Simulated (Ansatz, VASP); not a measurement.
# Cross-check of CuF2 (CuF2 monolayer) between VASP and Ansatz, part 2 of 2

One calculation is typed for both programs; each brings its own data sets. How far apart do they land? The cell is taken from a series of runs on this material, whose earlier steps may have relaxed, scaled, displaced or heated it; both programs get it as it stands.

VASP 6.6.1 and Ansatz 0.2.0.

So far: The structure; Ansatz: single point, LDA, DFT+U.

### Step 3. VASP: single point, LDA, DFT+U

Level of this step: LDA, DFT+U (Cu d 10.5 eV), spin-polarised from a ferrimagnetic start; plane waves and PAW (Cu, F) (VASP).

The same cell, functional (in two slightly different forms), mesh and smearing now go to VASP, with its own data sets.

Lines of VASP's logs that name or quote its potential files are left out, and so is its time.

Input file INCAR:

```
SYSTEM = CuF2
PREC = Accurate
ENCUT = 520
EDIFF = 1E-06
NELM = 200
ISMEAR = -1
SIGMA = 0.05
LREAL = .FALSE.
ALGO = Normal
GGA = PW92
NBANDS = 52
ISPIN = 2
MAGMOM = 0.8 0.8 -0.78 0 0.06 0 0.06 0 0
LDAU = .TRUE.
LDAUTYPE = 2
LDAUL = 2 -1
LDAUU = 10.5 0
LDAUJ = 0 0
LDAUPRINT = 1
LASPH = .TRUE.
LMAXMIX = 4
LORBIT = 11
LWAVE = .FALSE.
LCHARG = .FALSE.
ISIF = 2
GGA_COMPAT = .FALSE.
KPAR = 2
```

Input file POSCAR:

```
CuF2
1.0
    3.7327980000      3.7327980000      0.0000000000
    0.0000000000     11.1983940000      0.0000000000
    0.0000000000      0.0000000000     15.0000000000
Cu F
3 6
Direct
    0.0000000000      0.0000000000      0.5000000000
    0.0000000000      0.3333333333      0.5000000000
    0.0000000000      0.6666666667      0.5000000000
    0.5000000000      0.8333333333      0.5000000000
    0.5000000000      0.1666666667      0.5000000000
    0.5000000000      0.5000000000      0.5000000000
    0.0000000000      0.1666666667      0.5000000000
    0.0000000000      0.5000000000      0.5000000000
    0.0000000000      0.8333333333      0.5000000000
```

Input file KPOINTS:

```
Automatic mesh
0
Gamma
9 6 1
0 0 0
```

The projector-augmented-wave data sets are Cu and F (LDA family, release 64).

On the command line:

```sh
mpirun -np 2 vasp_std
```

Numbers of over 12 decimals in the logs are rounded to 6 here.

Output:

```text
[banner, memory and clock lines left out]
running    2 mpi-ranks, on    1 nodes
 distrk:  each k-point on    1 cores,    2 groups
 distr:  one band on    1 cores,    1 groups

 POSCAR found type information on POSCAR CuF
 POSCAR found :  2 types and       9 ions
|                                                                             |
|               ----> ADVICE to this user running VASP <----                  |
|                                                                             |
|     You enforced a specific xc type in the INCAR file but a different       |
|     [... a line on the potential file left out ...]
|     I HOPE YOU KNOW WHAT YOU ARE DOING!                                     |
|                                                                             |

 LDA part: xc-table for (Slater(with rela. corr.)+PW92), standard interpolation
 POSCAR, INCAR and KPOINTS ok, starting setup
 FFT: planning ... GRIDC
 FFT: planning ... GRID_SOFT
 FFT: planning ... GRID
 WAVECAR not read
 entering main loop
       N       E                     dE             d eps       ncg     rms          rms(c)
DAV:   1     0.830053872580E+03    0.83005E+03   -0.28937E+04  4160   0.118E+03
DAV:   2     0.137789256476E+03   -0.69226E+03   -0.64779E+03  5416   0.311E+02
DAV:   3    -0.255516593345E+02   -0.16334E+03   -0.16063E+03  5156   0.183E+02
DAV:   4    -0.344192965887E+02   -0.88676E+01   -0.88485E+01  5240   0.589E+01
DAV:   5    -0.346249342023E+02   -0.20564E+00   -0.20553E+00  5640   0.814E+00    0.158E+01
DAV:   6    -0.322671132313E+02    0.23578E+01   -0.37975E+01  6984   0.129E+02    0.585E+00
DAV:   7    -0.336515327231E+02   -0.13844E+01   -0.12648E+01  6500   0.389E+01    0.521E+00
DAV:   8    -0.336570872388E+02   -0.55545E-02   -0.14361E+00  6192   0.187E+01    0.288E+00
DAV:   9    -0.338490465229E+02   -0.19196E+00   -0.61554E-01  6392   0.115E+01    0.183E+00
DAV:  10    -0.338165411961E+02    0.32505E-01   -0.21280E-01  6552   0.828E+00    0.646E-01
DAV:  11    -0.338199247509E+02   -0.33836E-02   -0.99851E-02  5908   0.256E+00    0.280E-01
DAV:  12    -0.338240210755E+02   -0.40963E-02   -0.38932E-03  5620   0.102E+00    0.246E-01
DAV:  13    -0.338249418030E+02   -0.92073E-03   -0.36767E-03  5648   0.575E-01    0.593E-02
DAV:  14    -0.338263909908E+02   -0.14492E-02   -0.21545E-03  5824   0.467E-01    0.119E-01
[...]
DAV:  20    -0.338291632385E+02   -0.35067E-03   -0.23863E-05  4896   0.448E-02    0.318E-03
DAV:  21    -0.338292512667E+02   -0.88028E-04   -0.32920E-06  4208   0.127E-02    0.223E-03
DAV:  22    -0.338293267113E+02   -0.75445E-04   -0.31317E-06  3404   0.107E-02    0.222E-03
DAV:  23    -0.338293374825E+02   -0.10771E-04   -0.31768E-07  3328   0.531E-03    0.114E-03
DAV:  24    -0.338293454605E+02   -0.79780E-05   -0.39393E-07  3036   0.395E-03    0.452E-04
DAV:  25    -0.338293481037E+02   -0.26431E-05   -0.98347E-08  3184   0.227E-03    0.260E-04
DAV:  26    -0.338293500309E+02   -0.19273E-05   -0.60639E-08  3004   0.153E-03    0.147E-04
DAV:  27    -0.338293508468E+02   -0.81589E-06   -0.33278E-08  3028   0.137E-03
   1 F= -.33829351E+02 E0= -.33829351E+02  d E =-.940439E-10  mag=     1.0000
```

OUTCAR, selected parts (step 3):

```text
ion  position               nearest neighbor table
   1  0.000  0.000  0.500-   4 1.87   5 1.87   9 1.87   7 1.87
   2  0.000  0.333  0.500-   7 1.87   5 1.87   6 1.87   8 1.87
   3  0.000  0.667  0.500-   9 1.87   6 1.87   4 1.87   8 1.87
   4  0.500  0.833  0.500-   3 1.87   1 1.87
   5  0.500  0.167  0.500-   1 1.87   2 1.87
   6  0.500  0.500  0.500-   2 1.87   3 1.87
   7  0.000  0.167  0.500-   2 1.87   1 1.87
   8  0.000  0.500  0.500-   2 1.87   3 1.87
   9  0.000  0.833  0.500-   3 1.87   1 1.87

  LATTYP: Found a base centered orthorhombic cell.
 ALAT       =     5.2789735572
 B/A-ratio  =     3.0000000000
 C/A-ratio  =     2.8414614768

 Subroutine GETGRP returns: Found  8 space group operations
 (whereof  8 operations were pure point group operations)

The static configuration has the point symmetry D_2h.

 Found     20 irreducible k-points:

   k-points           NKPTS =     20   k-points in BZ     NKDIM =     20   number of bands    NBANDS=     52

   dimension x,y,z NGX =    40 NGY =   84 NGZ =  112
   dimension x,y,z NGXF=    80 NGYF=  168 NGZF=  224

   ENCUT  =  520.0 eV  38.22 Ry    6.18 a.u.   9.82 20.82 27.89*2*pi/ulx,y,z

   NELECT =      75.0000    total number of electrons

 k-points in reciprocal lattice and weights: Automatic mesh
   0.00000000  0.00000000  0.00000000       0.019
   0.11111111  0.00000000  0.00000000       0.074
   0.22222222  0.00000000  0.00000000       0.074
   0.33333333  0.00000000  0.00000000       0.037
   0.44444444  0.00000000  0.00000000       0.074
   0.00000000  0.16666667  0.00000000       0.037
   0.11111111  0.16666667  0.00000000       0.037
   0.22222222  0.16666667  0.00000000       0.074
   0.33333333  0.16666667  0.00000000       0.074
[...]
0.00000000  0.50000000  0.00000000       0.019
   0.33333333  0.50000000  0.00000000       0.037

atom =   1  type =  1  l = 2

 onsite density matrix

spin component  1

  0.9970  0.0000  0.0000  0.0000  0.0000
  0.0000  0.9885  0.0000  0.0000  0.0000
  0.0000  0.0000  0.9840  0.0000 -0.0000
  0.0000  0.0000  0.0000  0.9885  0.0000
  0.0000  0.0000 -0.0000  0.0000  1.0547

spin component  2

  0.9964  0.0000 -0.0000  0.0000  0.0000
  0.0000  0.9878  0.0000  0.0000  0.0000
 -0.0000  0.0000  0.9814  0.0000 -0.0000
  0.0000  0.0000  0.0000  0.9878  0.0000
  0.0000  0.0000 -0.0000  0.0000  0.1759

 occupancies and eigenvectors

  o =  0.1759  v =  0.0000  0.0000  0.0000  0.0000  0.0000 -0.0000  0.0000 -0.0000 -0.0000 -1.0000      0.0000  0.0000  0.0000  0.0000  0.0000  0.0000  0.0000  0.0000  0.0000  0.0000
  o =  0.9814  v =  0.0000  0.0000  0.0000  0.0000  0.0000 -0.0001 -0.0000 -1.0000  0.0000  0.0000      0.0000  0.0000  0.0000  0.0000  0.0000  0.0000  0.0000  0.0000  0.0000  0.0000
  o =  0.9840  v = -0.0000  0.0000  1.0000  0.0000  0.0000  0.0000  0.0000  0.0000  0.0000  0.0000      0.0000  0.0000  0.0000  0.0000  0.0000  0.0000  0.0000  0.0000  0.0000  0.0000
  o =  0.9878  v =  0.0000  0.0000  0.0000  0.0000  0.0000  0.0000 -0.7071  0.0000  0.7071 -0.0000      0.0000  0.0000  0.0000  0.0000  0.0000  0.0000  0.0000  0.0000  0.0000  0.0000
  o =  0.9878  v =  0.0000  0.0000  0.0000  0.0000  0.0000 -0.0000  0.7071 -0.0000  0.7071 -0.0000      0.0000  0.0000  0.0000  0.0000  0.0000  0.0000  0.0000  0.0000  0.0000  0.0000
  o =  0.9885  v = -0.0000 -0.7071  0.0000  0.7071 -0.0000  0.0000  0.0000  0.0000  0.0000  0.0000      0.0000  0.0000  0.0000  0.0000  0.0000  0.0000  0.0000  0.0000  0.0000  0.0000
  o =  0.9885  v =  0.0000  0.7071 -0.0000  0.7071 -0.0000  0.0000  0.0000  0.0000  0.0000  0.0000      0.0000  0.0000  0.0000  0.0000  0.0000  0.0000  0.0000  0.0000  0.0000  0.0000
  o =  0.9964  v =  0.0000  0.0000  0.0000  0.0000  0.0000 -1.0000 -0.0000  0.0001 -0.0000 -0.0000      0.0000  0.0000  0.0000  0.0000  0.0000  0.0000  0.0000  0.0000  0.0000  0.0000
  o =  0.9970  v = -1.0000  0.0000 -0.0000  0.0000  0.0000  0.0000  0.0000  0.0000  0.0000  0.0000      0.0000  0.0000  0.0000  0.0000  0.0000  0.0000  0.0000  0.0000  0.0000  0.0000
  o =  1.0547  v = -0.0000 -0.0000  0.0000 -0.0000 -1.0000  0.0000  0.0000  0.0000  0.0000  0.0000      0.0000  0.0000  0.0000  0.0000  0.0000  0.0000  0.0000  0.0000  0.0000  0.0000

atom =   2  type =  1  l = 2

 onsite density matrix

spin component  1

spin component  2

  0.9964  0.0000 -0.0000  0.0000  0.0000
[...]
o =  0.9877  v = -0.0000 -0.7071 -0.0000  0.7071 -0.0000  0.0000  0.0000  0.0000  0.0000  0.0000      0.0000  0.0000  0.0000  0.0000  0.0000  0.0000  0.0000  0.0000  0.0000  0.0000
  o =  0.9884  v =  0.0000  0.0000  0.0000  0.0000  0.0000  0.0000 -0.7071  0.0000 -0.7071  0.0000      0.0000  0.0000  0.0000  0.0000  0.0000  0.0000  0.0000  0.0000  0.0000  0.0000
  o =  0.9884  v =  0.0000  0.0000  0.0000  0.0000  0.0000  0.0000  0.7071  0.0000 -0.7071  0.0000      0.0000  0.0000  0.0000  0.0000  0.0000  0.0000  0.0000  0.0000  0.0000  0.0000
  o =  0.9963  v = -1.0000  0.0000  0.0000  0.0000  0.0000  0.0000  0.0000  0.0000  0.0000  0.0000      0.0000  0.0000  0.0000  0.0000  0.0000  0.0000  0.0000  0.0000  0.0000  0.0000
  o =  0.9969  v =  0.0000  0.0000  0.0000  0.0000  0.0000 -1.0000  0.0000 -0.0002  0.0000  0.0000      0.0000  0.0000  0.0000  0.0000  0.0000  0.0000  0.0000  0.0000  0.0000  0.0000
  o =  1.0519  v =  0.0000  0.0000  0.0000  0.0000  0.0000  0.0000  0.0000  0.0000  0.0000  1.0000      0.0000  0.0000  0.0000  0.0000  0.0000  0.0000  0.0000  0.0000  0.0000  0.0000

 average (electrostatic) potential at core
       1 -76.9393       2 -76.9393       3 -76.8855       4 -82.9376       5 -82.8963
       6 -82.9376       7 -82.8963       8 -82.9376       9 -82.9376

 E-fermi :  -5.5402

 spin component 1
 k-point     1 :       0.0000    0.0000    0.0000
  band No.  band energies     occupation
    ...
     34      -7.4328      1.00000
     35      -7.3668      1.00000
     36      -7.3657      1.00000
     37      -6.9133      1.00000
     38      -6.8092      1.00000
     39      -2.0396      0.00000
     40      -1.4480      0.00000
     41       0.6324      0.00000
     42       1.3007      0.00000
     43       1.3893      0.00000
    ...

 k-point     2 :       0.1111    0.0000    0.0000
  band No.  band energies     occupation
    ...
     34      -7.5432      1.00000
     35      -7.4302      1.00000
     36      -7.3697      1.00000
     37      -6.9984      1.00000
     38      -6.7972      1.00000
     39      -2.0817      0.00000
     40      -1.2284      0.00000
     41       0.7307      0.00000
     42       0.7472      0.00000
     43       1.4388      0.00000
    ...

 k-point     3 :       0.2222    0.0000    0.0000
  band No.  band energies     occupation
    ...
     34      -7.5749      1.00000
     35      -7.5640      1.00000
     36      -7.3783      1.00000
     37      -7.2318      1.00000
     38      -6.8002      1.00000
     39      -2.1982      0.00000
     40      -0.6227      0.00000
     41       0.3479      0.00000
     42       1.0169      0.00000
     43       1.5272      0.00000
    ...

 k-point     4 :       0.3333    0.0000    0.0000
  band No.  band energies     occupation
    ...
     34      -7.6092      1.00000
     35      -7.5735      1.00000
     36      -7.4040      1.00000
     37      -7.3716      1.00000
     38      -6.8827      1.00000
     39      -2.3275      0.00000
     40       0.1784      0.00000
     41       0.2544      0.00000
     42       1.4030      0.00000
     43       1.4532      0.00000
    ...

 k-point     5 :       0.4444    0.0000    0.0000
  band No.  band energies     occupation
    ...
     34      -7.6117      1.00000
     35      -7.5781      1.00000
     36      -7.3959      1.00000
     37      -7.2579      1.00000
     38      -7.0415      1.00000
     39      -2.4083      0.00000
     40       0.3405      0.00000
     41       0.7481      0.00000
     42       1.0441      0.00000
     43       1.5272      0.00000
    ...

 k-point     6 :       0.0000    0.1667    0.0000
  band No.  band energies     occupation
    ...
     34      -7.4955      1.00000
     35      -7.4274      1.00000
     36      -7.3417      1.00000
     37      -6.9421      1.00000
     38      -6.7519      1.00000
     39      -2.0293      0.00000
     40      -1.3390      0.00000
     41       0.6737      0.00000
     42       0.6817      0.00000
     43       1.3700      0.00000
    ...

  Total       -9.6313217     -9.6313217     -0.2468074      0.0036722      0.0000000      0.0000000
  in kB      -24.6101908    -24.6101908     -0.6306485      0.0093833      0.0000000      0.0000000
  external PRESSURE =     -16.6170100 kB  Pullay stress =       0.0000000 kB

  energy-cutoff  :      520.00
  volume of cell :      627.02
      direct lattice vectors                 reciprocal lattice vectors
     3.732798000  3.732798000  0.000000000     0.267895557  0.000000000  0.000000000
     0.000000000 11.198394000  0.000000000    -0.089298519  0.089298519  0.000000000
     0.000000000  0.000000000 15.000000000     0.000000000  0.000000000  0.066666667

 POSITION                                       TOTAL-FORCE (eV/Angst)
 -----------------------------------------------------------------------------------
      0.00000      0.00000      7.50000         0.024618     -0.024618      0.000000
      0.00000      3.73280      7.50000        -0.024618      0.024618      0.000000
      0.00000      7.46560      7.50000         0.000000      0.000000      0.000000
      1.86640     11.19839      7.50000         0.006262     -0.003830      0.000000
      1.86640      3.73280      7.50000         0.000000      0.000000      0.000000
      1.86640      7.46560      7.50000        -0.006262      0.003830      0.000000
      0.00000      1.86640      7.50000         0.000000      0.000000      0.000000
      0.00000      5.59920      7.50000        -0.003830      0.006262      0.000000
      0.00000      9.33199      7.50000         0.003830     -0.006262      0.000000
 -----------------------------------------------------------------------------------
    total drift:                                0.000000     -0.000000      0.000000

  FREE ENERGIE OF THE ION-ELECTRON SYSTEM (eV)
  ---------------------------------------------------
  free  energy   TOTEN  =       -33.8293508468 eV

  energy  without entropy=      -33.8293508467  energy(sigma->0) =      -33.82935085

 total charge
# of ion       s       p       d       tot
------------------------------------------
    1        0.322   0.371   9.119   9.813
    2        0.322   0.371   9.119   9.813
    3        0.321   0.371   9.127   9.818
    4        1.719   4.357   0.000   6.077
    5        1.719   4.360   0.000   6.079
    6        1.719   4.357   0.000   6.077
    7        1.719   4.360   0.000   6.079
    8        1.719   4.357   0.000   6.077
    9        1.719   4.357   0.000   6.077
--------------------------------------------------
tot         11.280  27.263  27.366  65.908

 magnetization (x)
# of ion       s       p       d       tot
------------------------------------------
    1        0.001   0.002   0.882   0.885
    2        0.001   0.002   0.882   0.885
    3        0.006   0.004  -0.869  -0.859
    4        0.000   0.001   0.000   0.001
    5        0.004   0.043   0.000   0.047
    6        0.000   0.001   0.000   0.001
    7        0.004   0.043   0.000   0.047
    8        0.000   0.001   0.000   0.001
    9        0.000   0.001   0.000   0.001
--------------------------------------------------
tot          0.015   0.097   0.895   1.008

[... 6 further parts left out ...]
```

The magnetic state follows from one typed start and may not be the lowest.

### Step 4. Comparison

Known differences besides the potentials themselves: VASP starts from the moments at which Ansatz ended; U acts on the PAW sphere in VASP and on atomic orbitals in Ansatz, so only states and trends compare; the data sets hold 99 valence electrons in Ansatz (on its default PAW (the set named soft_2) files) and 75 in VASP; the cutoff is 420 eV in Ansatz and 520 eV in VASP; VASP's log shows a relativistic correction to its local exchange, Ansatz's none; site moments are counted in spheres of each program's own size. Total energies have different zeros and are not compared.

Both answers:

```tsv
quantity	Ansatz	VASP	difference
gap on the k mesh (eV)	3.037	3.907	-0.870
total moment (μB)	1.00	1.00	0.00
moment on Cu1 (μB)	0.80	0.89	-0.08
moment on Cu2 (μB)	0.80	0.89	-0.08
moment on Cu3 (μB)	-0.78	-0.86	+0.08
moment on F5 (μB)	0.06	0.05	+0.02
moment on F7 (μB)	0.06	0.05	+0.02
```

A gap on the mesh is an upper bound, since the band edges may lie between its points. With vacuum in the cell, a pressure given here is an average over mostly empty space and none of the material.

### Step 5. What came out

| Item | Value |
| --- | --- |
| difference in gap on the k mesh (single point, LDA, DFT+U) | -0.87 eV |

The difference in gap on the k mesh is -0.87 eV (single point, LDA, DFT+U). The data sets hold unlike numbers of valence electrons (99 in Ansatz and 75 in VASP), so part of the differences comes from the potentials. What causes the difference of the single point, LDA, DFT+U pair stays open here. How closely two codes agree says nothing of how well the functional describes the real material.

[Lines on the potential files, build, host, timing and source positions are cut from VASP's logs without a mark.]

[Logs are printed without paths, hosts, clocks, repeated set-up lines and the standing remarks that a program may print on its own settings, such as how far it seeks lower states.]

[Hosts, paths, dates, database ids (printed as entryN), source tags and the programs' standing remarks are cut or masked in the printed files.]
